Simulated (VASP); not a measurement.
Computed with optB86b-vdW, VASP's PBE PAW potentials (set 64) (plane waves; VASP).

Input for VASP

POSCAR:
```
TiAl
1
    2.8673287782     0.0000000000     0.0000000000
    0.0000000000     2.8673287782     0.0000000000
    0.0000000000     0.0000000000     4.1257536198
Ti Al
1 1
Direct
  0.0000000000   0.0000000000   0.0000000000
  0.5000000000   0.5000000000   0.5000000000
```

### INCAR
```
SYSTEM = TiAl
PREC = Accurate
ENCUT = 520
EDIFF = 1E-7
NELM = 100
ALGO = Normal
LREAL = .FALSE.
LASPH = .TRUE.
ISMEAR = 1
SIGMA = 0.1
GGA = MK
PARAM1 = 0.1234
PARAM2 = 1.0
LUSE_VDW = .TRUE.
AGGAC = 0.0
LMAXMIX = 4
LWAVE = .FALSE.
LCHARG = .FALSE.
ISIF = 4
IBRION = 2
NSW = 30
EDIFFG = -0.01
```

KPOINTS:
```
Regular mesh
0
gamma
  13 13 9
```

POTCAR, in this order: Ti_sv Al (PBE.64 set). Program: vasp_std.

### Question
What does the run give for the energy per atom (σ→0), band gap (on the k-mesh)?

### Answer

energy per atom (σ→0): -4.167 eV/atom
band gap (on the k-mesh): none (metal, semimetal or under 0.01 eV)

### OSZICAR
```
...
       N       E                     dE             d eps       ncg     rms          rms(c)
DAV:   1    -0.833408004333E+01   -0.90150E-04   -0.31211E-03  3191   0.934E-01    0.589E-02
DAV:   2    -0.833402811936E+01    0.51924E-04   -0.17425E-04  3186   0.142E-01    0.282E-02
DAV:   3    -0.833401451674E+01    0.13603E-04   -0.26003E-05  3854   0.661E-02    0.962E-03
DAV:   4    -0.833401309246E+01    0.14243E-05   -0.47556E-06  3892   0.241E-02    0.233E-03
DAV:   5    -0.833401294297E+01    0.14949E-06   -0.56986E-07  3443   0.757E-03    0.646E-04
DAV:   6    -0.833401291792E+01    0.25050E-07   -0.26944E-08  1761   0.187E-03
   2 F= -.83340129E+01 E0= -.83338970E+01  d E =-.230355E-04
```

The compound is TiAl in the L1_0 structure. This cell is one point of a volume scan, at 1.06 of the reference volume. Symmetry was kept, so distortions that lower it aren't found. The electron count is odd and the run is not spin-polarised, which forces a metal.
